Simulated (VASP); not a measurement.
# Ge3Pd (Pm-3m) in VASP: single point with PBE

Aim: the single point of Ge3Pd with PBE.

All numbers are computed with VASP 6.6.1; they aren't measurements. Logs are shortened: lines on timing, memory, paths and dates and some standing lists are left out, and cuts for length are marked.

**1. The crystal as given**

Symmetry: Pm-3m, No. 221, cubic system. Conventional cell: a = 4.142 Å, b = 4.142 Å, c = 4.142 Å, α = 90.00°, β = 90.00°, γ = 90.00°. Ge (site symmetry 4/mmm) is surrounded by 8 Ge at 2.93 Å and 4 Pd at 2.93 Å. Pd (site symmetry m-3m) has 12 Ge at 2.93 Å as nearest neighbours.

The cell comes from a database or a generator and needn't be the stable form of this composition.

**2. Single point, PBE**

File INCAR:

```
SYSTEM = Ge3Pd
PREC     = Accurate       ! precision mode
ENCUT    = 520            ! plane-wave cutoff, eV
EDIFF    = 1E-6           ! SCF threshold, eV
ISMEAR   = -1             ! smearing method
SIGMA    = 0.05           ! smearing width, eV
LREAL    = .False.        ! projectors in reciprocal space
LASPH    = .True.         ! aspherical terms in the spheres
NELM     = 100            ! most SCF steps
ALGO     = Normal         ! electronic algorithm
ISIF     = 2              ! what is computed and relaxed
LWAVE    = .False.        ! write WAVECAR
LCHARG   = .False.        ! write CHGCAR
GGA      = PE             ! functional
NBANDS   = 34             ! bands
```

File KPOINTS:

```
Automatic mesh
0
Gamma
  4 4 4
  0 0 0
```

File POSCAR:

```
Ge3Pd
1.0
    4.1420230000      0.0000000000      0.0000000000
    0.0000000000      4.1420230000      0.0000000000
    0.0000000000      0.0000000000      4.1420230000
Ge Pd
3 1
Direct
    0.0000000000      0.5000000000      0.5000000000
    0.5000000000      0.0000000000      0.5000000000
    0.5000000000      0.5000000000      0.0000000000
    0.0000000000      0.0000000000      0.0000000000
```

Potentials or basis: VASP PAW PBE potentials, release 64 (Ge_d, Pd).

Launch:

```sh
$ cat potpaw_PBE.64/Ge_d/POTCAR potpaw_PBE.64/Pd/POTCAR > POTCAR
$ mpirun -np 1 vasp_std > vasp.out
```

OUTCAR:

```text
SYSTEM = Ge3Pd
   PREC = Accurate
   ENCUT = 520
   EDIFF = 1E-6
   ISMEAR = -1
   LREAL = .False.
   LASPH = .True.
   NELM = 100
   ISIF = 2
   GGA = PE

 ion  position               nearest neighbor table
   1  0.000  0.500  0.500-   4 2.93   4 2.93   4 2.93   4 2.93
   2  0.500  0.000  0.500-   4 2.93   4 2.93   4 2.93   4 2.93
   3  0.500  0.500  0.000-   4 2.93   4 2.93   4 2.93   4 2.93
   4  0.000  0.000  0.000-   1 2.93   2 2.93   3 2.93   1 2.93   2 2.93   1 2.93   3 2.93   1 2.93
                             2 2.93   3 2.93   2 2.93   3 2.93

  LATTYP: Found a simple cubic cell.
 ALAT       =     4.1420230000

  Lattice vectors:

 A1 = (   4.1420230000,   0.0000000000,   0.0000000000)
 A2 = (   0.0000000000,   4.1420230000,   0.0000000000)
 A3 = (   0.0000000000,   0.0000000000,   4.1420230000)

Analysis of symmetry for initial positions (statically):
=====================================================================
 Subroutine PRICEL returns:
 Original cell was already a primitive cell.

 Routine SETGRP: Setting up the symmetry group for a
 simple cubic supercell.

 Subroutine GETGRP returns: Found 48 space group operations
 (whereof 48 operations were pure point group operations)
 out of a pool of 48 trial point group operations.

The static configuration has the point symmetry O_h .

Analysis of symmetry for dynamics (positions and initial velocities):
=====================================================================
 Subroutine PRICEL returns:
 Original cell was already a primitive cell.

 Routine SETGRP: Setting up the symmetry group for a
 simple cubic supercell.

 Subroutine GETGRP returns: Found 48 space group operations
 (whereof 48 operations were pure point group operations)
 out of a pool of 48 trial point group operations.

The dynamic configuration has the point symmetry O_h .

 Subroutine INISYM returns: Found 48 space group operations
 (whereof 48 operations are pure point group operations),
 and found     1 'primitive' translations

----------------------------------------------------------------------------------------

                                     Primitive cell

  volume of cell :      71.0620

  direct lattice vectors                    reciprocal lattice vectors
     4.142023000  0.000000000  0.000000000     0.241427921  0.000000000  0.000000000
     0.000000000  4.142023000  0.000000000     0.000000000  0.241427921  0.000000000
     0.000000000  0.000000000  4.142023000     0.000000000  0.000000000  0.241427921

  length of vectors
     4.142023000  4.142023000  4.142023000     0.241427921  0.241427921  0.241427921

  position of ions in fractional coordinates (direct lattice)
     0.000000000  0.500000000  0.500000000
     0.500000000  0.000000000  0.500000000
     0.500000000  0.500000000  0.000000000
     0.000000000  0.000000000  0.000000000

  ion indices of the primitive-cell ions
   primitive index   ion index
                 1           1
                 2           2
                 3           3
                 4           4

----------------------------------------------------------------------------------------

 KPOINTS: Automatic mesh

Automatic generation of k-mesh.
 Grid dimensions read from file:
 generate k-points for:    4    4    4

 Generating k-lattice:

  Cartesian coordinates                     Fractional coordinates (reciprocal lattice)
     0.060356980  0.000000000  0.000000000     0.250000000  0.000000000  0.000000000
     0.000000000  0.060356980  0.000000000     0.000000000  0.250000000  0.000000000
     0.000000000  0.000000000  0.060356980     0.000000000  0.000000000  0.250000000

  Length of vectors
     0.060356980  0.060356980  0.060356980

  Shift w.r.t. Gamma in fractional coordinates (k-lattice)
     0.000000000  0.000000000  0.000000000

 Subroutine IBZKPT returns following result:
 ===========================================

 Found     10 irreducible k-points:

 Following reciprocal coordinates:
            Coordinates               Weight
  0.000000  0.000000  0.000000      1.000000
  0.250000  0.000000  0.000000      6.000000
  0.500000  0.000000  0.000000      3.000000
  0.250000  0.250000  0.000000     12.000000
  0.500000  0.250000  0.000000     12.000000
  0.500000  0.500000  0.000000      3.000000
  0.250000  0.250000  0.250000      8.000000
  0.500000  0.250000  0.250000     12.000000
  0.500000  0.500000  0.250000      6.000000
  0.500000  0.500000  0.500000      1.000000
   k-points           NKPTS =     10   k-points in BZ     NKDIM =     10   number of bands    NBANDS=     34
   number of dos      NEDOS =    301   number of ions     NIONS =      4
   total plane-waves  NPLWV =  32768
   dimension x,y,z NGX =    32 NGY =   32 NGZ =   32
   dimension x,y,z NGXF=    64 NGYF=   64 NGZF=   64
   ions per type =               3   1
   NGX,Y,Z   is equivalent  to a cutoff of  12.84, 12.84, 12.84 a.u.
   NGXF,Y,Z  is equivalent  to a cutoff of  25.69, 25.69, 25.69 a.u.
 SYSTEM =  Ge3Pd
   PREC   = accura    normal or accurate (medium, high low for compatibility)
   ISTART =      0    job   : 0-new  1-cont  2-samecut
   ICHARG =      2    charge: 1-file 2-atom 10-const
   ISPIN  =      1    spin polarized calculation?
   LNONCOLLINEAR =      F non collinear calculations
   LSORBIT =      F    spin-orbit coupling
   LASPH  =      T    aspherical Exc in radial PAW
   ENCUT  =  520.0 eV  38.22 Ry    6.18 a.u.   7.70  7.70  7.70*2*pi/ulx,y,z
   NELM   =    100;   NELMIN=  2; NELMDL= -5     # of ELM steps
   EDIFF  = 0.1E-05   stopping-criterion for ELM
   LREAL  =      F    real-space projection
   EDIFFG = 0.1E-04   stopping-criterion for IOM
   NSW    =      0    number of steps for IOM
   IBRION =     -1    ionic relax: 0-MD 1-quasi-New 2-CG
   NFREE  =      0    steps in history (QN), initial steepest desc. (CG)
   ISIF   =      2    stress and relaxation
   ISYM   =      2    0-nonsym 1-usesym 2-fastsym
   POTIM  = 0.5000    time-step for ionic-motion
   TEBEG  =    0.0;   TEEND  =   0.0 temperature during run
   PSTRESS=    0.0 pullay stress
   NELECT =      52.0000    total number of electrons
   NUPDOWN=      -1.0000    fix difference up-down
   EMIN   =  10.00;   EMAX   =-10.00  energy-range for DOS
   EFERMI =   0.00;   METHOD = LEGACY
   ISMEAR =    -1;   SIGMA  =   0.05  broadening in eV -4-tet -1-fermi 0-gaus
   EFERMI_NEDOS =   21; number of points for ismear=-14 and -15
   IALGO  =     38    algorithm
   IMIX   =      4    mixing-type and parameters
     AMIX     =   0.40;   BMIX     =  1.00
     AMIX_MAG =   1.60;   BMIX_MAG =  1.00
  volume/ion in A,a.u.               =      17.77       119.89
  Fermi-wavevector in a.u.,A,eV,Ry     =   1.475243  2.787804 29.610913  2.176341
  Thomas-Fermi vector in A             =   2.589916
   LORBIT       =      0    0 simple, 1 ext, 2 COOP (PROOUT), +10 PAW based schemes
   GGA     = PE    functional components
   LHFCALC =     F    Hartree Fock is set to
   AEXX    =    0.0000 exact exchange contribution
   IVDW    =     0    specifies the selected vdW correction
   LEPSILON=     F    determine dielectric tensor
   LRPA    =     F    only Hartree local field effects (RPA)
 non-spin polarized calculation
  energy-cutoff  :      520.00
  volume of cell :       71.06
 maximum number of plane-waves:      1936
 NGX is ok and might be reduce to    32
   NGX = 15   NGY = 15   NGZ = 15

 number of electron      52.0000056 magnetization

 Free energy of the ion-electron system (eV)
  ---------------------------------------------------
  ext. energy  EPLUGINS =         0.00000000
  ---------------------------------------------------
  free energy    TOTEN  =       -18.36980420 eV

  energy without entropy =      -18.34377532  energy(sigma->0) =      -18.35678976

 E-fermi :   7.5952     XC(G=0): -11.7080

 val. band max:        7.5710975598   @ k =   0.5000   0.2500   0.0000
 cond. band min:       7.6635828469   @ k =   0.5000   0.5000   0.0000
 fundamental gap:      0.0924852871
 Fermi energy:         7.5952321297

 k-point     1 :       0.0000    0.0000    0.0000
  band No.  band energies     occupation
      1     -17.2299      2.00000
      2     -17.2299      2.00000
      3     -17.2299      2.00000
      4     -17.2152      2.00000
      5     -17.1760      2.00000
      6     -17.1760      2.00000
[... 26 lines left out ...]
     33      13.1816      0.00000
     34      16.5473      0.00000

 k-point     2 :       0.2500    0.0000    0.0000
  band No.  band energies     occupation
      1     -17.2265      2.00000
      2     -17.2068      2.00000
      3     -17.2068      2.00000
      4     -17.2001      2.00000
      5     -17.1738      2.00000
      6     -17.1628      2.00000
[... 26 lines left out ...]
     33      12.5946      0.00000
     34      16.5375      0.00000

 k-point     3 :       0.5000    0.0000    0.0000
  band No.  band energies     occupation
      1     -17.2229      2.00000
      2     -17.1799      2.00000
      3     -17.1683      2.00000
      4     -17.1585      2.00000
      5     -17.1585      2.00000
      6     -17.1431      2.00000
[... 26 lines left out ...]
     33      15.1325      0.00000
     34      15.7993      0.00000

 k-point     4 :       0.2500    0.2500    0.0000
  band No.  band energies     occupation
      1     -17.2094      2.00000
      2     -17.2028      2.00000
      3     -17.1980      2.00000
      4     -17.1822      2.00000
      5     -17.1681      2.00000
      6     -17.1516      2.00000
[... 26 lines left out ...]
     33      13.2016      0.00000
     34      16.3110      0.00000

 k-point     5 :       0.5000    0.2500    0.0000
  band No.  band energies     occupation
      1     -17.2021      2.00000
      2     -17.1818      2.00000
      3     -17.1759      2.00000
      4     -17.1605      2.00000
      5     -17.1587      2.00000
      6     -17.1430      2.00000
[... 26 lines left out ...]
     33      14.5490      0.00000
     34      14.7818      0.00000

 k-point     6 :       0.5000    0.5000    0.0000
  band No.  band energies     occupation
      1     -17.1866      2.00000
      2     -17.1866      2.00000
      3     -17.1658      2.00000
      4     -17.1589      2.00000
      5     -17.1429      2.00000
      6     -17.1429      2.00000
[... 26 lines left out ...]
     33      14.4914      0.00000
     34      15.5218      0.00000

 k-point     7 :       0.2500    0.2500    0.2500
  band No.  band energies     occupation
      1     -17.2071      2.00000
      2     -17.1951      2.00000
      3     -17.1951      2.00000
      4     -17.1686      2.00000
      5     -17.1551      2.00000
      6     -17.1528      2.00000
[... 26 lines left out ...]
     33      14.1428      0.00000
     34      14.1428      0.00000

 k-point     8 :       0.5000    0.2500    0.2500
  band No.  band energies     occupation
      1     -17.1977      2.00000
      2     -17.1815      2.00000
      3     -17.1756      2.00000
      4     -17.1746      2.00000
      5     -17.1670      2.00000
      6     -17.1626      2.00000
[... 26 lines left out ...]
     33      14.0736      0.00000
     34      16.9805      0.00000

 k-point     9 :       0.5000    0.5000    0.2500
  band No.  band energies     occupation
      1     -17.1861      2.00000
      2     -17.1861      2.00000
      3     -17.1797      2.00000
      4     -17.1749      2.00000
      5     -17.1717      2.00000
      6     -17.1717      2.00000
[... 26 lines left out ...]
     33      15.3039      0.00000
     34      18.4078      0.00000

 k-point    10 :       0.5000    0.5000    0.5000
  band No.  band energies     occupation
      1     -17.1886      2.00000
      2     -17.1886      2.00000
      3     -17.1886      2.00000
      4     -17.1845      2.00000
      5     -17.1830      2.00000
      6     -17.1830      2.00000
[... 26 lines left out ...]
     33      15.0944      0.00000
     34      20.6662      0.00000

------------------------ aborting loop because EDIFF is reached ----------------------------------------

  FORCE on cell =-STRESS in cart. coord.  units (eV):
  Direction    XX          YY          ZZ          XY          YZ          ZX
  --------------------------------------------------------------------------------------
  -------------------------------------------------------------------------------------
  Total       -0.1296125     -0.1296125     -0.1296125      0.0000000      0.0000000     -0.0000000
  in kB       -2.9222677     -2.9222677     -2.9222677      0.0000000      0.0000000     -0.0000000
  external PRESSURE =      -2.9222677 kB  Pullay stress =       0.0000000 kB

 VOLUME and BASIS-vectors are now :
 -----------------------------------------------------------------------------
  energy-cutoff  :      520.00
  volume of cell :       71.06
      direct lattice vectors                 reciprocal lattice vectors
     4.142023000  0.000000000  0.000000000     0.241427921  0.000000000  0.000000000
     0.000000000  4.142023000  0.000000000     0.000000000  0.241427921  0.000000000
     0.000000000  0.000000000  4.142023000     0.000000000  0.000000000  0.241427921

 POSITION                                       TOTAL-FORCE (eV/Angst)
 -----------------------------------------------------------------------------------
      0.00000      2.07101      2.07101         0.000000      0.000000      0.000000
      2.07101      0.00000      2.07101         0.000000      0.000000      0.000000
      2.07101      2.07101      0.00000         0.000000      0.000000      0.000000
      0.00000      0.00000      0.00000         0.000000      0.000000      0.000000
 -----------------------------------------------------------------------------------
    total drift:                                0.000000     -0.000000     -0.000000

  FREE ENERGIE OF THE ION-ELECTRON SYSTEM (eV)
  ---------------------------------------------------
  free  energy   TOTEN  =       -18.3698042019 eV

  energy  without entropy=      -18.3437753186  energy(sigma->0) =      -18.35678976
```

Wall time 17 s (1 thread of Intel Xeon Platinum 8559C (Emerald Rapids), shared host); peak memory 0.18 GiB.

What came out:

```yaml
Free_energy: -18.3698 eV
Pressure: -0.3 GPa
Band_gap_on_the_k_mesh: none (metal or under the smearing width)
```

Levels at points of the mesh, in eV from the Fermi level:
```csv
k point,band 22,band 23,band 24,band 25,band 26,band 27,band 28,band 29,band 30,band 31
"(0.00, 0.00, 0.00)",-2.73,-2.73,-2.73,-1.65,-1.65,0.83,2.94,2.94,2.94,5.59
"(0.50, 0.00, 0.00)",-2.69,-2.47,-0.35,-0.35,-0.07,-0.07,0.30,0.81,2.63,5.83
"(0.50, 0.50, 0.00)",-2.46,-2.18,-2.14,-0.18,0.07,0.92,0.92,2.38,2.38,5.08
"(0.50, 0.50, 0.50)",-4.40,-2.38,-2.38,-1.66,-1.66,-1.66,-0.36,7.42,7.42,7.50
```

Caveat: the k mesh is coarse (spacing up to 0.38 Å⁻¹), so the values aren't converged.
